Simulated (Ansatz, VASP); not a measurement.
# ZnS in two plane-wave programs, part 2 of 2

One calculation is typed for both programs; each brings its own data sets. How far apart do they land? The cell is taken from a series of runs on this material, whose earlier steps may have relaxed, scaled, displaced or heated it; both programs get it as it stands.

VASP 6.6.1 and Ansatz 0.2.0.

So far: Starting point; VASP: relaxation of cell and atoms, BLYP with D3(BJ).

### 3. Ansatz: relaxation of cell and atoms, BLYP with D3(BJ)

Level of this step: Ansatz beside VASP: Kohn-Sham DFT, plane waves, BLYP with D3(BJ) (Ansatz).

Ansatz runs on its default PAW (the set named soft_2) files.

The same cell, functional (in two slightly different forms), mesh and smearing now go to Ansatz, which takes its cutoff from its data sets.

Input file input.yaml:

```yaml
crystal:
  lattice:
    - [3.8079618786, 0.0, 0.0]
    - [-1.9039809393, 3.2977917235, 0.0]
    - [0.0, 0.0, 18.67874373]
  atoms:
    - { symbol: Zn, position: [0.33333333, 0.66666667, 0.83326482] }
    - { symbol: Zn, position: [0.66666667, 0.33333333, 0.33326482] }
    - { symbol: Zn, position: [0.66666667, 0.33333333, 0.66686373] }
    - { symbol: Zn, position: [0.33333333, 0.66666667, 0.16686373] }
    - { symbol: Zn, position: [0.0, 0.0, 0.49994121] }
    - { symbol: Zn, position: [0.0, 0.0, 0.99994121] }
    - { symbol: S, position: [0.33333333, 0.66666667, 0.95811559] }
    - { symbol: S, position: [0.66666667, 0.33333333, 0.45811559] }
    - { symbol: S, position: [0.66666667, 0.33333333, 0.79170821] }
    - { symbol: S, position: [0.33333333, 0.66666667, 0.29170821] }
    - { symbol: S, position: [0.0, 0.0, 0.62510743] }
    - { symbol: S, position: [0.0, 0.0, 0.12510743] }
kpoints:
  mp_grid: { grid: [9, 9, 2] }
hamiltonian:
  xc: blyp
  dispersion: d3bj
scf:
  occupations: { method: gaussian, width: 0.02 }
output:
  forces: true
  stress: true
  eigenvalues: true
relax:
  adjacent_minimum: "off"
  f_tol: 0.005
  max_steps: 60
  cell: { stress_tol: 0.03 }
```

On the command line:

```bash
ansatz run input.yaml --threads 4 --pin off --max-ram 16384MiB --backend cpu --events-out ev --progress --plain --runs-dir out
```

Numbers of over 12 decimals in the logs are rounded to 6 here.

Log:

```text
Engine: ansatz 0.2.0, aarch64-unknown-linux-gnu
Pseudopotentials: kind: paw
Pseudopotential: Zn, paw, valence charge 12, recommended cutoff 420 eV (normal), Zn.paw.azcp
Pseudopotential: S, paw, valence charge 6, recommended cutoff 420 eV (normal), S.paw.azcp
Functional definition: BLYP
  parameter beta = 0.0042
  parameter a = 0.04918
  parameter b = 0.132
  parameter c = 0.2533
  parameter d = 0.349
  exchange = b88_x(beta = beta)
  correlation = lyp_c(a = a, b = b, c = c, d = d)
Crystal: 12 atoms, lattice volume = 234.565 Å³
Basis set: ecut = 420 eV, 4611 PW (Γ), exchange–correlation on 54×54×250 points (8 copies of the dense FFT grid, shifted against one another)
Bands: 66, of which v1, the nominal top of the filled ones, is band 54 counted from 1 (53 counted from 0)
Symmetry: 12 space group operations
Space group: P63mc (ITA 186), of the structure as read, at distance tolerance 6.2e-5 Å
k-points: 24 of 162
Non-local potential: Zn, projectors of the file, l = 0: 2, l = 1: 2, l = 2: 3, l = 3: 1
Non-local potential: S, projectors of the file, l = 0: 2, l = 1: 2, l = 2: 2
PAW form: soft (Blöchl's): semilocal exchange-correlation on the pseudo side does not see the compensation charge
PAW frozen core: Zn, regenerated for the run's functional, and the local potential with it (the file was generated under x = pbe(κ = 0.804, μ = 0.219515), c = pbe(β = 0.066725))
PAW frozen core: S, regenerated for the run's functional, and the local potential with it (the file was generated under x = pbe(κ = 0.804, μ = 0.219515), c = pbe(β = 0.066725))
PAW one-centre angular grid: Zn, 590 points (default); XC on 64 Gauss nodes
PAW one-centre angular grid: S, 110 points (default); XC on 64 Gauss nodes
Initial density: superposition of atomic densities (neutral atoms: chi_scale 0, normalization atom), corrected by the library's trained network
Initial wavefunctions: pseudopotential atomic-orbital guess
Functional: x = b88, c = lyp
SCF iter   1: F=—  HF=-25428.843788 eV  |F-HF|=—  |Δ(HF+E_count)|=         —  Δρ=6.07e-3  dr2=1.02e-1  ethr=1.77e-3  ⟨swp⟩=9.3  Hψ=7219  notcnv=0  defer=7
preconditioner: auto → Resta (q_TF=auto, 2.397 Å⁻¹)  ε∞=6.5  [insulator: Δε(μ)=2.205 eV  Ē_g=10.787 eV  σ=0.020 eV  W_gap=1.00  n_scr=68 (ndim 8)  ℏωp=25.2 eV  f_vac=0.029  D(μ)=0.00/eV (n_scr^D=0)  ε∞_Penn≈6.5]
SCF iter   2: F=—  HF=-25428.813391 eV  |F-HF|=—  |Δ(HF+E_count)|=   3.04e-2  Δρ=2.64e-3  dr2=2.03e-2  ethr=9.47e-5  ⟨swp⟩=2.0  Hψ=2534  notcnv=0  defer=121
SCF iter   3: F=—  HF=-25428.806713 eV  |F-HF|=—  |Δ(HF+E_count)|=   6.68e-3  Δρ=1.03e-3  dr2=1.64e-3  ethr=1.88e-5  ⟨swp⟩=2.0  Hψ=2910  notcnv=0  defer=121
SCF iter   4: F=—  HF=-25428.806323 eV  |F-HF|=—  |Δ(HF+E_count)|=   3.91e-4  Δρ=4.70e-4  dr2=6.91e-4  ethr=1.52e-6  ⟨swp⟩=2.0  Hψ=2707  notcnv=0  defer=121
SCF iter   5: F=—  HF=-25428.806050 eV  |F-HF|=—  |Δ(HF+E_count)|=   2.73e-4  Δρ=1.35e-4  dr2=3.58e-5  ethr=6.40e-7  ⟨swp⟩=2.0  Hψ=2615  notcnv=0  defer=121
SCF iter   6: F=—  HF=-25428.805941 eV  |F-HF|=—  |Δ(HF+E_count)|=   1.09e-4  Δρ=2.61e-5  dr2=2.20e-6  ethr=3.31e-8  ⟨swp⟩=2.2  Hψ=2743  notcnv=0  defer=121
SCF iter   7: F=—  HF=-25428.805941 eV  |F-HF|=—  |Δ(HF+E_count)|=   2.01e-7  Δρ=1.15e-5  dr2=2.39e-7  ethr=2.04e-9  ⟨swp⟩=2.0  Hψ=2613  notcnv=0  defer=121
SCF iter   8: F=—  HF=-25428.805941 eV  |F-HF|=—  |Δ(HF+E_count)|=   2.20e-7  Δρ=7.45e-6  dr2=7.34e-8  ethr=9.26e-11  ⟨swp⟩=10.6  Hψ=7105  notcnv=0
SCF iter   9: F=-25428.805941 eV  HF=-25428.805941 eV  |F-HF|=5.20e-9  |Δ(HF+E_count)|=   3.94e-8  Δρ=1.92e-6  dr2=5.95e-9  ethr=6.79e-11  ⟨swp⟩=4.1  Hψ=5409  notcnv=0
SCF 1 converged in 9 iterations: F = -25428.805941 eV  dr2 = 5.95e-9
  greatest PAW one-centre occupation: 0.984 electrons in one spin orbital (limit 2), on the Zn atom at site 2 (counted from 0), in its partial waves of l = 2
relax step   1: F+E_penalty+E_count = -25428.80594100 eV  Δ(F+E_penalty+E_count) = +0.000e0 eV  max|allowed force component| = 1.594e-2 eV/Å  Δτ_max = 0.0000 Å  P = -0.084 GPa  Ω = 234.565 Å³  (9 SCF iters, dr2 threshold 1.00e-7 eV, accepted)
[...]
relax step   3: F+E_penalty+E_count = -25428.80630152 eV  Δ(F+E_penalty+E_count) = -5.750e-5 eV  max|allowed force component| = 3.022e-3 eV/Å  Δτ_max = 0.0006 Å  P = -0.002 GPa  Ω = 234.305 Å³  energy of the carried Pulay correction = +7.754e-5 eV  (6 SCF iters, dr2 threshold 6.52e-9 eV, accepted)
[...]
relax step   4: F+E_penalty+E_count = -25428.80621196 eV  Δ(F+E_penalty+E_count) = +8.955e-5 eV  max|allowed force component| = 3.036e-3 eV/Å  Δτ_max = 0.0000 Å  P = -0.002 GPa  Ω = 234.305 Å³  stress off target by 1.78e-2 GPa  SCF on the basis re-selected at this cell (its energy is not comparable with the rows above)  (5 SCF iters)
basis re-selected at this cell: Δ(F+E_penalty+E_count) = +8.955e-5 eV, ΔP = +0.000 GPa vs the last step (what re-selecting the basis moved, of the pressure what is left beyond the Pulay correction that the steps carried, after the strain that the cell walked since its last selection, with what the two solves' SCF thresholds leave and, on support functions, any second-order correction that the steps lacked; it is no m [...]
SCF converged after 5 iterations
Free energy (F): -25428.806212 eV
Harris-Foulkes:  -25428.806212 eV  (|F-HF|=2.76e-10)
Internal energy: -25428.806212 eV  (E = F + TS)
E sigma→0 (E₀):  -25428.806212 eV
Fermi energy:    7.371775 eV
--- Per-component energies (eV) ---
  E_band       = 75.274027
  E_kinetic    = 1441.342899
  E_local      = -12215.895183  (includes V_loc(G=0)·N_el)
  E_nonlocal   = 3846.285816
  E_hartree    = 5118.614836
  E_xc         = -1396.923050
  E_vxc        = -821.752095  (∫ρ·V_xc dr)
  E_paw        = -14670.744694  (= ΣΔE_a)
  E_vpaw       = -2411.934660  (= ΣTr[D̂ρ^β])
  E_aug_tail   = -0.002267  (compensation charges beyond the density's cutoff)
  E_ewald      = -7543.102428
  E_disp       = -8.095081  (pairwise vdW)
  E_core_change = -0.287058  (= ΣΔE_core)
  E_smearing   = -0.000000  (= −TS)
  E_closure    = -0.000000  (closes the sum)
  Σ components = -25428.806212   (vs F -25428.806212, Δ=0.00e0)
--- Forces (eV/Å), atoms counted from 1 ---
  atom   1  Zn     0.00000000     0.00000000     0.00247296
  atom   2  Zn     0.00000000    -0.00000000     0.00247296
  atom   3  Zn    -0.00000000     0.00000000     0.00273180
  atom   4  Zn    -0.00000000    -0.00000000     0.00273180
  atom   5  Zn     0.00000000    -0.00000000     0.00262292
  atom   6  Zn     0.00000000     0.00000000     0.00262292
  atom   7  S      0.00000000    -0.00000000    -0.00213853
  atom   8  S     -0.00000000     0.00000000    -0.00213853
  atom   9  S     -0.00000000    -0.00000000    -0.00265107
  atom  10  S      0.00000000     0.00000000    -0.00265107
  atom  11  S      0.00000000    -0.00000000    -0.00303513
  atom  12  S      0.00000000     0.00000000    -0.00303513
  max |Σ_I F_I| component: 5.91e-6 eV/Å
--- Stress (GPa, compression-positive) ---
        0.005788       0.000000       0.000000
        0.000000       0.005788       0.000000
        0.000000       0.000000      -0.017808
  P = ⅓ Tr σ = -0.0021 GPa (-0.021 kbar)
--- Band table (eV; the first three rows and the last of 24) ---
  k-point 0: bands = [... 50 lower, 6.0560, 6.2562, 6.2933, 6.2933, 8.4502, 9.5135, 9.5635, 9.6542, ... 8 higher]
  k-point 1: bands = [... 50 lower, 6.2257, 6.2257, 6.2257, 6.2257, 8.9282, 8.9282, 9.5893, 9.5893, ... 8 higher]
  k-point 2: bands = [... 50 lower, 5.9150, 5.9262, 6.1537, 6.1907, 9.1126, 9.9839, 10.1083, 10.1357, ... 8 higher]
  k-point 23: bands = [... 50 lower, 4.5936, 4.5936, 4.7328, 4.7328, 11.0182, 11.0182, 11.0709, 11.0709, ... 8 higher]
--- Relaxed structure (3 steps of the walk, 3 accepted, 1 SCFs on fresh bases) ---
  F+E_penalty+E_count = -25428.80621196 eV   max|allowed force component| = 3.036e-3 eV/Å   (the final SCF, on the basis selected at the relaxed cell)
  cell:  # Å, volume = 234.3046 Å³
    - [3.804165, 0, 0.0]
    - [-1.902083, 3.294504, 0]
    - [0.0, 0, 18.695256]
  atoms:
    - { symbol: Zn, position: [0.333333, 0.666667, 0.833290] }
    - { symbol: Zn, position: [0.666667, 0.333333, 0.333290] }
    - { symbol: Zn, position: [0.666667, 0.333333, 0.666989] }
    - { symbol: Zn, position: [0.333333, 0.666667, 0.166989] }
    - { symbol: Zn, position: [0, 0, 0.500044] }
    - { symbol: Zn, position: [0, 0, 1.000044] }
    - { symbol: S, position: [0.333333, 0.666667, 0.957975] }
    - { symbol: S, position: [0.666667, 0.333333, 0.457975] }
    - { symbol: S, position: [0.666667, 0.333333, 0.791631] }
    - { symbol: S, position: [0.333333, 0.666667, 0.291631] }
    - { symbol: S, position: [0, 0, 0.625072] }
    - { symbol: S, position: [0, 0, 0.125072] }
```

The column dr2 measures how far the density is from self-consistency, as an energy; F and HF (Harris–Foulkes) agree once it is small.

### 4. Side by side

Known differences besides the potentials themselves: the cutoff is 420 eV in Ansatz and 500 eV in VASP; Ansatz makes its cores anew for this functional, VASP keeps those of its PBE data sets; VASP's log shows a relativistic correction to its local exchange, Ansatz's none; Ansatz adds a Pulay correction to the stress that steers its cell, VASP none. Total energies have different zeros and are not compared.

The two programs side by side:

```csv
quantity,Ansatz,VASP,difference
volume (Å³),234.30,234.73,-0.18 %
"edge a after relaxation, in the typed setting (Å)",3.804,3.807,-0.07 %
"edge c after relaxation, in the typed setting (Å)",18.695,18.704,-0.04 %
```

### 5. VASP: relaxation of cell and atoms, PBE with D3(BJ)

The relaxed volume is the usual yardstick between codes: in a stiff, nearly cubic crystal its relative difference is about their pressure difference at one cell divided by the bulk modulus.

Input file INCAR:

```
SYSTEM = ZnS
PREC = Accurate
ENCUT = 500
EDIFF = 1E-07
NELM = 120
ISMEAR = 0
SIGMA = 0.02
LREAL = .FALSE.
ALGO = Normal
GGA = PE
IVDW = 12
NBANDS = 66
LORBIT = 11
LWAVE = .FALSE.
LCHARG = .FALSE.
ISIF = 3
IBRION = 2
NSW = 80
EDIFFG = -0.005
LASPH = .TRUE.
GGA_COMPAT = .FALSE.
NELMIN = 4
EFERMI = MIDGAP
KPAR = 2
```

Input file POSCAR:

```
ZnS
1.0
    3.8079620000      0.0000000000      0.0000000000
   -1.9039810000      3.2977920000      0.0000000000
    0.0000000000      0.0000000000     18.6787440000
Zn S
6 6
Direct
    0.3333333333      0.6666666667      0.8332648062
    0.6666666667      0.3333333333      0.3332648062
    0.6666666667      0.3333333333      0.6668637356
    0.3333333333      0.6666666667      0.1668637356
    0.0000000000      0.0000000000      0.4999412166
    0.0000000000      0.0000000000      0.9999412166
    0.3333333333      0.6666666667      0.9581155992
    0.6666666667      0.3333333333      0.4581155992
    0.6666666667      0.3333333333      0.7917082112
    0.3333333333      0.6666666667      0.2917082112
    0.0000000000      0.0000000000      0.6251073948
    0.0000000000      0.0000000000      0.1251074483
```

Input file KPOINTS:

```
Automatic mesh
0
Gamma
9 9 2
0 0 0
```

The projector-augmented-wave data sets are Zn and S (PBE family, release 64).

On the command line:

```bash
mpirun -np 2 vasp_std
```

Log:

```text
[banner, memory and clock lines left out]
running    2 mpi-ranks, on    1 nodes
[...]
LDA part: xc-table for (Slater+PW92), standard interpolation
 POSCAR, INCAR and KPOINTS ok, starting setup
[...]
entering main loop
       N       E                     dE             d eps       ncg     rms          rms(c)
DAV:   1     0.957392214678E+03    0.95739E+03   -0.47885E+04  3168   0.193E+03
DAV:   2     0.109967193081E+03   -0.84743E+03   -0.81367E+03  3168   0.469E+02
DAV:   3    -0.344472841710E+02   -0.14441E+03   -0.14064E+03  3516   0.171E+02
DAV:   4    -0.434242846793E+02   -0.89770E+01   -0.89216E+01  3698   0.429E+01
[...]
DAV:  18    -0.410421126982E+02   -0.24632E-06   -0.87250E-07  3430   0.857E-03    0.549E-03
DAV:  19    -0.410421128250E+02   -0.12676E-06   -0.11449E-07  1904   0.290E-03    0.176E-03
DAV:  20    -0.410421129059E+02   -0.80912E-07   -0.33189E-08  1798   0.210E-03
   1 F= -.44775936E+02 E0= -.44775936E+02  d E =-.447759E+02
[... from here on, the cycles between the ionic steps are left out ...]
   2 F= -.44776833E+02 E0= -.44776833E+02  d E =-.897110E-03
   3 F= -.44776942E+02 E0= -.44776942E+02  d E =-.100573E-02
   4 F= -.44776941E+02 E0= -.44776941E+02  d E =-.100544E-02
   5 F= -.44776957E+02 E0= -.44776957E+02  d E =-.153085E-04
   6 F= -.44776974E+02 E0= -.44776974E+02  d E =-.331118E-04
[...]
reached required accuracy - stopping structural energy minimisation
```

From OUTCAR (step 5):

```text
 Edisp (eV)   -3.75096

 Edisp (eV)   -3.75089

  Total      -0.00266    -0.00266    -0.00922     0.00000     0.00000     0.00000
  in kB      -0.01823    -0.01823    -0.06322     0.00000     0.00000     0.00000
  external pressure =       -0.03 kB  Pullay stress =        0.00 kB

 POSITION                                       TOTAL-FORCE (eV/Angst)
 -----------------------------------------------------------------------------------
     -0.00000      2.19489     15.55153         0.000000     -0.000000      0.001517
      1.90083      1.09744      6.21990        -0.000000      0.000000      0.001517
      1.90083      1.09744     12.44615         0.000000     -0.000000      0.000644
     -0.00000      2.19489      3.11451        -0.000000      0.000000      0.000644
      0.00000      0.00000      9.33248        -0.000000     -0.000000     -0.000780
      0.00000      0.00000      0.00085         0.000000     -0.000000     -0.000780
     -0.00000      2.19489     17.88086        -0.000000     -0.000000     -0.000713
      1.90083      1.09744      8.54923         0.000000     -0.000000     -0.000713
      1.90083      1.09744     14.77452        -0.000000     -0.000000     -0.001314
     -0.00000      2.19489      5.44288         0.000000     -0.000000     -0.001314
     -0.00000      0.00000     11.66626         0.000000      0.000000      0.000646
      0.00000      0.00000      2.33463         0.000000     -0.000000      0.000646
 -----------------------------------------------------------------------------------
    total drift:                               -0.000002     -0.000004     -0.001962

  FREE ENERGIE OF THE ION-ELECTRON SYSTEM (eV)
  ---------------------------------------------------
  free  energy   TOTEN  =       -44.7769743409 eV

  energy  without entropy=      -44.7769743409  energy(sigma->0) =      -44.77697434

[... 2 parts as in an earlier step ...]

[... 2 further parts left out ...]
[key lines of the parts left out:]
E-fermi :   3.3367
```

### 6. Ansatz: relaxation of cell and atoms, PBE with D3(BJ)

The same cell, functional, mesh and smearing now go to Ansatz, which takes its cutoff from its data sets.

The cell is taken from a series of runs on this material, whose earlier steps may have relaxed, scaled, displaced or heated it; both programs get it as it stands.

Edit input.yaml of step 3 so:

```diff
@@ -21,3 +21,3 @@
 hamiltonian:
-  xc: blyp
+  xc: pbe
   dispersion: d3bj
```

On the command line:

```bash
ansatz run input.yaml --threads 4 --pin off --max-ram 16384MiB --backend cpu --events-out ev --progress --plain --runs-dir out
```

Log:

```text
[...]
Crystal: 12 atoms, lattice volume = 234.565 Å³
Basis set: ecut = 420 eV, 4611 PW (Γ), exchange–correlation on 54×54×250 points (8 copies of the dense FFT grid, shifted against one another)
Bands: 66, of which v1, the nominal top of the filled ones, is band 54 counted from 1 (53 counted from 0)
Symmetry: 12 space group operations
[...]
k-points: 24 of 162
[...]
- { symbol: Zn, position: [0.333333, 0.666667, 0.166865] }
    - { symbol: Zn, position: [0, 0, 0.500039] }
    - { symbol: Zn, position: [0, 0, 1.000039] }
    - { symbol: S, position: [0.333333, 0.666667, 0.958085] }
    - { symbol: S, position: [0.666667, 0.333333, 0.458085] }
    - { symbol: S, position: [0.666667, 0.333333, 0.791634] }
    - { symbol: S, position: [0.333333, 0.666667, 0.291634] }
    - { symbol: S, position: [0, 0, 0.625095] }
    - { symbol: S, position: [0, 0, 0.125095] }
[key lines of the parts left out:]
SCF converged after 6 iterations
Free energy (F): -25340.079705 eV
Fermi energy:    7.096720 eV
P = ⅓ Tr σ = 0.0024 GPa (0.024 kbar)
```

### 7. Side by side

Both answers:

```csv
quantity,Ansatz,VASP,difference
volume (Å³),233.09,233.59,-0.22 %
"edge a after relaxation, in the typed setting (Å)",3.799,3.802,-0.07 %
"edge c after relaxation, in the typed setting (Å)",18.649,18.663,-0.08 %
```

### 8. Summary of results

| Quantity | Value |
| --- | --- |
| difference in volume (relaxation of cell and atoms, BLYP with D3(BJ)) | -0.18 % |
| difference in volume (relaxation of cell and atoms, PBE with D3(BJ)) | -0.22 % |

What this shows: The difference in volume is -0.22 % (relaxation of cell and atoms, PBE with D3(BJ)), within the 1.2 % picked in this series as the mark of a large difference, as far as the stopping tolerances let one tell. Such differences can come from data sets, numerical settings and the points named under the comparisons, not from the functional's error against experiment.

[Lines on the potential files, build, host, timing and source positions are cut from VASP's logs without a mark.]

[Logs are printed without paths, hosts, clocks, repeated set-up lines and the standing remarks that a program may print on its own settings, such as how far it seeks lower states.]

[Hosts, paths, dates, database ids (printed as entryN), source tags and the programs' standing remarks are cut or masked in the printed files.]
